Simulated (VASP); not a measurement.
Calculation: PBEsol GGA, VASP's PBE PAW potentials (set 64) (plane waves; VASP 6.6.1).

VASP ran on this input.

POSCAR:
```
ZnF2
15.94410
  0.3929842387   0.0000000000   0.0000000000
  0.0000000000   0.4171425167   0.0000000000
  0.0000000000   0.0000000000   1.0000000000
Zn F
8 16
Cart
  0.0982460597   0.1787751855   0.3957140000
  0.2947381790   0.1787751855   0.3957140000
  0.0000000000   0.3873464438   0.3957140000
  0.1964921193   0.3873464438   0.3957140000
  0.0982460597   0.3873464438   0.6042860000
  0.2947381790   0.3873464438   0.6042860000
  0.0000000000   0.1787751855   0.6042860000
  0.1964921193   0.1787751855   0.6042860000
  0.0000000000   0.1787751855   0.3135960000
  0.1964921193   0.1787751855   0.3135960000
  0.0000000000   0.1787751855   0.4778380000
  0.1964921193   0.1787751855   0.4778380000
  0.0982460597   0.3052277680   0.3957140000
  0.2947381790   0.3052277680   0.3957140000
  0.0982460597   0.0523226030   0.3957140000
  0.2947381790   0.0523226030   0.3957140000
  0.0000000000   0.3873464438   0.5221680000
  0.1964921193   0.3873464438   0.5221680000
  0.0000000000   0.3873464438   0.6864040000
  0.1964921193   0.3873464438   0.6864040000
  0.0982460597   0.0966565097   0.6042860000
  0.2947381790   0.0966565097   0.6042860000
  0.0982460597   0.2608938613   0.6042860000
  0.2947381790   0.2608938613   0.6042860000
```

KPOINTS:
```
Automatic mesh
0
Gamma
5 4 1
0 0 0
```

INCAR:
```
ALGO  =  Normal
EDIFF  =  1E-6
ENCUT  =  400
GGA  =  PS
ISIF  =  2
ISMEAR  =  -1
LASPH  =  .TRUE.
LCHARG  =  .FALSE.
LMAXMIX  =  4
LREAL  =  Auto
LWAVE  =  .FALSE.
NELM  =  100
PREC  =  Accurate
SIGMA  =  0.1
SYSTEM  =  ZnF2
```

POTCAR, in this order: Zn F (PBE.64 set). Program: vasp_std.

The cell holds a wide vacuum, so values per volume refer to the whole cell. Gaps are read on the run's mesh, which can miss a band edge.

**Question.** Estimate the energy per atom (σ→0), largest force, band gap (on the k-mesh).

**Answer.** 
```
Quantity                                  Result
------------------------  ----------------------
energy per atom (σ→0)     -383.6 kJ/mol of atoms
band gap (on the k-mesh)                 2.54 eV
largest force                         1.485 eV/Å
```

**OSZICAR**
```
...
DAV:  20    -0.954295356379E+02   -0.29445E-04   -0.45103E-05  2968   0.705E-02    0.157E-02
DAV:  21    -0.954295419806E+02   -0.63427E-05   -0.10861E-05  2644   0.295E-02    0.125E-02
DAV:  22    -0.954295804312E+02   -0.38451E-04   -0.13800E-05  2508   0.252E-02    0.477E-03
DAV:  23    -0.954295925796E+02   -0.12148E-04   -0.25988E-06  1732   0.838E-03    0.199E-03
DAV:  24    -0.954296102010E+02   -0.17621E-04   -0.64276E-07  1472   0.106E-02    0.167E-03
DAV:  25    -0.954296127954E+02   -0.25945E-05   -0.63728E-07  1568   0.423E-03    0.173E-03
DAV:  26    -0.954296131220E+02   -0.32658E-06   -0.19511E-07  1424   0.307E-03
   1 F= -.95429613E+02 E0= -.95429611E+02  d E =-.352022E-05
```

The cell is a sheet with vacuum, built from a database entry that may be metastable or hypothetical.
